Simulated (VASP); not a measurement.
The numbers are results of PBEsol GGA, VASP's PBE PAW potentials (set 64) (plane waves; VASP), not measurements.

VASP ran on this input.

File KPOINTS:
```
Automatic mesh
0
gamma
5 5 5
0 0 0
```

### POSCAR
```
ZnCd3S4
1.0
  5.7055714725   0.0000000000   0.0000000000
  0.0000000000   5.7055714725   0.0000000000
  0.0000000000   0.0000000000   5.7055714725
Zn Cd S
1 3 4
Direct
  0.0000000000   0.0000000000   0.0000000000
  0.0000000000   0.5000000000   0.5000000000
  0.5000000000   0.0000000000   0.5000000000
  0.5000000000   0.5000000000   0.0000000000
  0.7634862912   0.7634862912   0.2365137088
  0.7634862912   0.2365137088   0.7634862912
  0.2365137088   0.2365137088   0.2365137088
  0.2365137088   0.7634862912   0.7634862912
```

### INCAR
```
# general
SYSTEM   = ZnCd3S4
PREC     = Accurate
ENCUT    = 400   # plane-wave cut-off (eV)
LREAL    = .False.
LASPH    = .True.   # aspherical one-centre terms

# electronic loop
EDIFF    = 1E-8   # SCF stop (eV)
NELM     = 100   # most electronic steps
ALGO     = Normal   # blocked Davidson
LMAXMIX  = 4   # l cut-off of mixed one-centre charges

# smearing
ISMEAR   = 0
SIGMA    = 0.01

# functional
GGA      = PS

# ions
IBRION   = 8   # DFPT with symmetry
NSW      = 1   # most ionic steps

# output
LWAVE    = .False.
LCHARG   = .False.

# other
LEPSILON = .True.
```

POTCAR, in this order: Zn Cd S (PBE.64 set). Program: vasp_std.

The run wrote:

### OSZICAR
```
...
RMM:   1    -0.279744557561E+01   -0.27974E+01   -0.12518E+01  4163   0.473E+00
RMM:   2    -0.307929394307E+01   -0.28185E+00   -0.76625E-02  3857   0.980E-01    0.342E+00
RMM:   3    -0.294056472409E+01    0.13873E+00   -0.25425E-01  3805   0.150E+00    0.182E+00
RMM:   4    -0.300124315419E+01   -0.60678E-01   -0.18043E-01  3892   0.131E+00    0.471E-01
RMM:   5    -0.305091621592E+01   -0.49673E-01   -0.86860E-03  3847   0.367E-01    0.706E-02
RMM:   6    -0.305726439529E+01   -0.63482E-02   -0.48049E-04  3944   0.882E-02    0.350E-02
RMM:   7    -0.305967703920E+01   -0.24126E-02   -0.71053E-05  3909   0.327E-02    0.865E-03
RMM:   8    -0.306018898477E+01   -0.51195E-03   -0.68194E-06  3904   0.102E-02    0.245E-03
RMM:   9    -0.306037170903E+01   -0.18272E-03   -0.31111E-06  3965   0.419E-03    0.936E-04
RMM:  10    -0.306043594018E+01   -0.64231E-04   -0.40385E-07  3710   0.156E-03    0.368E-04
RMM:  11    -0.306043566919E+01    0.27099E-06    0.46082E-07  3945   0.518E-04    0.170E-04
RMM:  12    -0.306043811323E+01   -0.24440E-05   -0.13482E-06  3687   0.286E-04    0.557E-05
RMM:  13    -0.306043994687E+01   -0.18336E-05   -0.73851E-08  2724   0.120E-04    0.225E-05
RMM:  14    -0.306043814680E+01    0.18001E-05   -0.67525E-08  1688   0.681E-05    0.561E-06
 Linear response to external field, progress :
  Direction:   3
       N       E                     dE             d eps       ncg     rms          rms(c)
RMM:   1    -0.280642249487E+01   -0.28064E+01   -0.12607E+01  4149   0.471E+00
RMM:   2    -0.307972347428E+01   -0.27330E+00   -0.77279E-02  3864   0.976E-01    0.342E+00
RMM:   3    -0.294112134583E+01    0.13860E+00   -0.25526E-01  3807   0.149E+00    0.182E+00
RMM:   4    -0.300139788602E+01   -0.60277E-01   -0.18093E-01  3885   0.131E+00    0.471E-01
RMM:   5    -0.305086067362E+01   -0.49463E-01   -0.86529E-03  3850   0.367E-01    0.706E-02
RMM:   6    -0.305725932775E+01   -0.63987E-02   -0.48042E-04  3937   0.884E-02    0.350E-02
RMM:   7    -0.305966204132E+01   -0.24027E-02   -0.68882E-05  3902   0.327E-02    0.864E-03
RMM:   8    -0.306018844173E+01   -0.52640E-03   -0.61352E-06  3899   0.102E-02    0.244E-03
RMM:   9    -0.306037015384E+01   -0.18171E-03   -0.26363E-06  3956   0.416E-03    0.939E-04
RMM:  10    -0.306043567586E+01   -0.65522E-04   -0.53885E-07  3705   0.156E-03    0.376E-04
RMM:  11    -0.306043527332E+01    0.40254E-06   -0.77942E-07  3935   0.523E-04    0.171E-04
RMM:  12    -0.306043795472E+01   -0.26814E-05   -0.18976E-06  3681   0.286E-04    0.576E-05
RMM:  13    -0.306043977092E+01   -0.18162E-05    0.66226E-07  2786   0.123E-04    0.231E-05
RMM:  14    -0.306043801623E+01    0.17547E-05   -0.15567E-07  1695   0.685E-05    0.604E-06
 Linear response DOF=           4
 Linear response progress:
  Degree of freedom:   1/  4
       N       E                     dE             d eps       ncg     rms          rms(c)
RMM:   1    -0.214745049676E+00   -0.21475E+00   -0.42311E-03  3383   0.122E+00
RMM:   2    -0.212763032197E+00    0.19820E-02   -0.35704E-03  3364   0.265E-01    0.144E-01
RMM:   3    -0.212538246385E+00    0.22479E-03   -0.19241E-04  3940   0.533E-02    0.816E-02
RMM:   4    -0.212258120316E+00    0.28013E-03   -0.59168E-05  3950   0.274E-02    0.175E-02
RMM:   5    -0.212204306014E+00    0.53814E-04   -0.48575E-06  3973   0.726E-03    0.513E-03
RMM:   6    -0.212207836398E+00   -0.35304E-05   -0.83191E-07  3971   0.294E-03    0.136E-03
RMM:   7    -0.212210733933E+00   -0.28975E-05   -0.24010E-07  3983   0.745E-04    0.437E-04
RMM:   8    -0.212211781914E+00   -0.10480E-05   -0.11416E-07  3629   0.446E-04    0.191E-04
RMM:   9    -0.212211671717E+00    0.11020E-06   -0.21020E-08  4019   0.111E-04    0.543E-05
RMM:  10    -0.212211618737E+00    0.52980E-07   -0.52152E-09  3753   0.681E-05    0.120E-05
RMM:  11    -0.212211624575E+00   -0.58380E-08   -0.52009E-10  4049   0.181E-05    0.638E-06
 Linear response progress:
  Degree of freedom:   2/  4
       N       E                     dE             d eps       ncg     rms          rms(c)
RMM:   1    -0.436437684725E+00   -0.43644E+00   -0.22274E-01  4021   0.218E+00
RMM:   2    -0.435572789711E+00    0.86490E-03   -0.27689E-03  3634   0.271E-01    0.157E-01
RMM:   3    -0.435183318101E+00    0.38947E-03   -0.15155E-04  3929   0.470E-02    0.894E-02
RMM:   4    -0.434791599429E+00    0.39172E-03   -0.63642E-05  3936   0.288E-02    0.225E-02
RMM:   5    -0.434708497128E+00    0.83102E-04   -0.62600E-06  3924   0.893E-03    0.644E-03
RMM:   6    -0.434739406550E+00   -0.30909E-04   -0.84639E-07  3876   0.316E-03    0.121E-03
RMM:   7    -0.434741051601E+00   -0.16451E-05   -0.17334E-08  3900   0.805E-04    0.358E-04
RMM:   8    -0.434743379876E+00   -0.23283E-05    0.62735E-10  3919   0.466E-04    0.178E-04
RMM:   9    -0.434742908206E+00    0.47167E-06   -0.23604E-08  4022   0.117E-04    0.427E-05
RMM:  10    -0.434742744885E+00    0.16332E-06    0.46799E-09  3965   0.627E-05    0.132E-05
RMM:  11    -0.434742830047E+00   -0.85162E-07   -0.18952E-09  4050   0.228E-05    0.413E-06
RMM:  12    -0.434742838305E+00   -0.82588E-08    0.89441E-11  3996   0.123E-05    0.111E-06
 Linear response progress:
  Degree of freedom:   3/  4
       N       E                     dE             d eps       ncg     rms          rms(c)
RMM:   1    -0.436825657561E+00   -0.43683E+00   -0.22038E-01  5923   0.219E+00
RMM:   2    -0.435673671740E+00    0.11520E-02   -0.26619E-03  5207   0.271E-01    0.168E-01
RMM:   3    -0.435276175248E+00    0.39750E-03   -0.14813E-04  5674   0.474E-02    0.955E-02
RMM:   4    -0.434878155363E+00    0.39802E-03   -0.64828E-05  5718   0.291E-02    0.231E-02
RMM:   5    -0.434806772576E+00    0.71383E-04   -0.59476E-06  5687   0.849E-03    0.669E-03
RMM:   6    -0.434845238418E+00   -0.38466E-04   -0.10924E-06  5601   0.351E-03    0.983E-04
RMM:   7    -0.434844002457E+00    0.12360E-05    0.40741E-08  5715   0.880E-04    0.451E-04
RMM:   8    -0.434847627692E+00   -0.36252E-05   -0.26192E-08  5620   0.473E-04    0.253E-04
RMM:   9    -0.434846791202E+00    0.83649E-06   -0.14696E-08  5816   0.110E-04    0.684E-05
RMM:  10    -0.434846534101E+00    0.25710E-06    0.48396E-09  5673   0.737E-05    0.135E-05
RMM:  11    -0.434846543362E+00   -0.92615E-08    0.58795E-09  5846   0.214E-05    0.486E-06
 Linear response progress:
  Degree of freedom:   4/  4
       N       E                     dE             d eps       ncg     rms          rms(c)
RMM:   1    -0.116540709899E+00   -0.11654E+00    0.29057E-02  8534   0.131E+00
RMM:   2    -0.113023483837E+00    0.35172E-02   -0.64062E-03  5273   0.374E-01    0.201E-01
RMM:   3    -0.113239967784E+00   -0.21648E-03   -0.37222E-04  5672   0.866E-02    0.107E-01
RMM:   4    -0.113472817289E+00   -0.23285E-03   -0.13356E-04  5687   0.402E-02    0.223E-02
RMM:   5    -0.113461542003E+00    0.11275E-04   -0.61452E-06  5685   0.106E-02    0.960E-03
RMM:   6    -0.113449132225E+00    0.12410E-04   -0.82035E-07  5570   0.460E-03    0.327E-03
RMM:   7    -0.113455000087E+00   -0.58679E-05   -0.14010E-07  5663   0.147E-03    0.147E-03
RMM:   8    -0.113458203883E+00   -0.32038E-05   -0.41910E-08  5456   0.667E-04    0.326E-04
RMM:   9    -0.113458152499E+00    0.51384E-07   -0.97024E-09  5840   0.212E-04    0.929E-05
RMM:  10    -0.113458089420E+00    0.63079E-07   -0.10766E-08  5821   0.843E-05    0.293E-05
RMM:  11    -0.113458095439E+00   -0.60189E-08   -0.23533E-09  5638   0.306E-05    0.107E-05
 Linear response finished
```

**OUTCAR**
```
------------------------ aborting loop because EDIFF is reached ----------------------------------------

 HEAD OF MICROSCOPIC STATIC DIELECTRIC TENSOR (INDEPENDENT PARTICLE, excluding Hartree and local field effects)
 ------------------------------------------------------
           7.018013     0.000000    -0.000000
           0.000000     7.018013    -0.000000
           0.000000    -0.000000     7.018013
 ------------------------------------------------------

 MACROSCOPIC STATIC DIELECTRIC TENSOR (including local field effects in DFT)
 ------------------------------------------------------
           6.623105     0.000000    -0.000000
          -0.000000     6.623105     0.000000
          -0.000000     0.000000     6.623105
 ------------------------------------------------------

 PIEZOELECTRIC TENSOR (including local field effects)  for field in x, y, z        (e  Angst)
          XX          YY          ZZ          XY          YZ          ZX
  --------------------------------------------------------------------------------
  x     0.00000     0.00000     0.00000     0.00000    -7.52854     0.00000
  y    -0.00000    -0.00000    -0.00000     0.00000     0.00000    -7.52854
  z    -0.00000     0.00000    -0.00000    -7.52854     0.00000     0.00000

 PIEZOELECTRIC TENSOR (including local field effects)  for field in x, y, z        (C/m^2)
          XX          YY          ZZ          XY          YZ          ZX
  --------------------------------------------------------------------------------
  x     0.00000     0.00000     0.00000     0.00000    -0.64942     0.00000
  y    -0.00000    -0.00000    -0.00000     0.00000     0.00000    -0.64942
  z    -0.00000     0.00000    -0.00000    -0.64942     0.00000     0.00000

 BORN EFFECTIVE CHARGES (including local field effects) (in |e|, cummulative output)
 ---------------------------------------------------------------------------------
 ion    1
    1     2.04347    -0.00000    -0.00000
    2    -0.00000     2.04347     0.00000
    3    -0.00000    -0.00000     2.04347
 ion    2
    1     1.99509    -0.00000     0.00000
    2     0.00000     2.26328     0.00000
    3     0.00000     0.00000     2.26328
 ion    3
    1     2.26328     0.00000    -0.00000
    2     0.00000     1.99509     0.00000
    3     0.00000     0.00000     2.26328
 ion    4
    1     2.26328     0.00000     0.00000
    2     0.00000     2.26328     0.00000
    3     0.00000     0.00000     1.99509
 ion    5
    1    -2.14128    -0.05605     0.05605
    2    -0.05605    -2.14128     0.05605
    3     0.05605     0.05605    -2.14128
 ion    6
    1    -2.14128     0.05605    -0.05605
    2     0.05605    -2.14128     0.05605
    3    -0.05605     0.05605    -2.14128
 ion    7
    1    -2.14128    -0.05605    -0.05605
    2    -0.05605    -2.14128    -0.05605
    3    -0.05605    -0.05605    -2.14128
 ion    8
    1    -2.14128     0.05605     0.05605
    2     0.05605    -2.14128    -0.05605
    3     0.05605    -0.05605    -2.14128

   1 f  =    8.988851 THz    56.478614 2PiTHz  299.835782 cm-1    37.174882 meV
             X         Y         Z           dx          dy          dz
      0.000000  0.000000  0.000000     0.000000    0.000000   -0.000000
      0.000000  2.852786  2.852786    -0.000000   -0.000000   -0.000000
      2.852786  0.000000  2.852786    -0.000000   -0.000000    0.000000
      2.852786  2.852786  0.000000     0.000000    0.000000   -0.000000
      4.356126  4.356126  1.349446     0.288675    0.288675   -0.288675
      4.356126  1.349446  4.356126     0.288675   -0.288675    0.288675
      1.349446  1.349446  1.349446    -0.288675   -0.288675   -0.288675
      1.349446  4.356126  4.356126    -0.288675    0.288675    0.288675

   2 f  =    8.799714 THz    55.290234 2PiTHz  293.526865 cm-1    36.392677 meV
             X         Y         Z           dx          dy          dz
      0.000000  0.000000  0.000000    -0.000000   -0.000000   -0.000000
      0.000000  2.852786  2.852786    -0.000000    0.000000   -0.000000
      2.852786  0.000000  2.852786     0.000000    0.000000    0.000000
      2.852786  2.852786  0.000000    -0.000000   -0.000000    0.000000
      4.356126  4.356126  1.349446    -0.353553    0.353553   -0.000000
      4.356126  1.349446  4.356126    -0.353553   -0.353553    0.000000
      1.349446  1.349446  1.349446     0.353553   -0.353553   -0.000000
      1.349446  4.356126  4.356126     0.353553    0.353553    0.000000

   3 f  =    8.799714 THz    55.290234 2PiTHz  293.526865 cm-1    36.392677 meV
             X         Y         Z           dx          dy          dz
      0.000000  0.000000  0.000000     0.000000   -0.000000    0.000000
      0.000000  2.852786  2.852786    -0.000000    0.000000   -0.000000
      2.852786  0.000000  2.852786    -0.000000    0.000000   -0.000000
      2.852786  2.852786  0.000000     0.000000   -0.000000   -0.000000
      4.356126  4.356126  1.349446     0.204124    0.204124    0.408248
      4.356126  1.349446  4.356126     0.204124   -0.204124   -0.408248
      1.349446  1.349446  1.349446    -0.204124   -0.204124    0.408248
      1.349446  4.356126  4.356126    -0.204124    0.204124   -0.408248

   4 f  =    8.573197 THz    53.866987 2PiTHz  285.971078 cm-1    35.455879 meV
             X         Y         Z           dx          dy          dz
      0.000000  0.000000  0.000000    -0.246459   -0.042402   -0.241975
      0.000000  2.852786  2.852786     0.123967   -0.004683   -0.026723
      2.852786  0.000000  2.852786    -0.027218    0.021328   -0.026723
      2.852786  2.852786  0.000000    -0.027218   -0.004683    0.121711
      4.356126  4.356126  1.349446    -0.128283    0.013663   -0.211481
      4.356126  1.349446  4.356126     0.239130   -0.440067    0.242249
      1.349446  1.349446  1.349446     0.317192    0.459137    0.320311
      1.349446  4.356126  4.356126    -0.206345    0.005408   -0.133419

   5 f  =    8.573197 THz    53.866987 2PiTHz  285.971078 cm-1    35.455879 meV
...
```
(Selected blocks of OUTCAR.)

File OUTCAR:
```
 val. band max:        1.4805073956   @ k =   0.0000   0.0000   0.0000

 cond. band min:       2.6901827471   @ k =   0.0000   0.0000   0.0000


 Fermi energy:         1.5676198394

 k-point     1 :       0.0000    0.0000    0.0000
  band No.  band energies     occupation
      1     -11.1444      2.00000
      2     -10.3699      2.00000
      3     -10.3699      2.00000
      4     -10.3699      2.00000
      5      -6.2056      2.00000
      6      -6.2056      2.00000
      7      -6.2056      2.00000
      8      -6.0919      2.00000
      9      -6.0039      2.00000
     10      -6.0039      2.00000
     11      -5.8929      2.00000
     12      -5.8929      2.00000
     13      -5.8929      2.00000
     14      -5.7673      2.00000
     15      -5.7673      2.00000
     16      -5.6784      2.00000
     17      -5.6077      2.00000
     18      -5.6077      2.00000
     19      -5.6077      2.00000
     20      -4.4167      2.00000
     21      -4.4167      2.00000
     22      -4.3966      2.00000
     23      -4.3966      2.00000
     24      -4.3966      2.00000
     25      -3.2000      2.00000
     26      -2.4894      2.00000
     27      -2.4894      2.00000
     28      -0.6054      2.00000
     29      -0.6054      2.00000
     30      -0.6054      2.00000
     31      -0.4470      2.00000
     32      -0.4470      2.00000
     33      -0.4470      2.00000
     34       1.4805      2.00000
     35       1.4805      2.00000
     36       1.4805      2.00000
     37       2.6902      0.00000
     38       4.8671      0.00000
     39       4.8671      0.00000
     40       4.8671      0.00000
     41       5.5264      0.00000
     42       5.5264      0.00000
     43       6.0067      0.00000

 k-point     2 :       0.2000    0.0000    0.0000
  band No.  band energies     occupation
      1     -11.0776      2.00000
      2     -10.4410      2.00000
      3     -10.3706      2.00000
      4     -10.3706      2.00000
      5      -6.2151      2.00000
...
```

The dielectric response may not be converged in the k-mesh; for small gaps it tends to come out too large.

The structure comes from a computed database's ZnCd3S4 entry (P-43m); how it stands against other phases isn't given here. It was relaxed first.
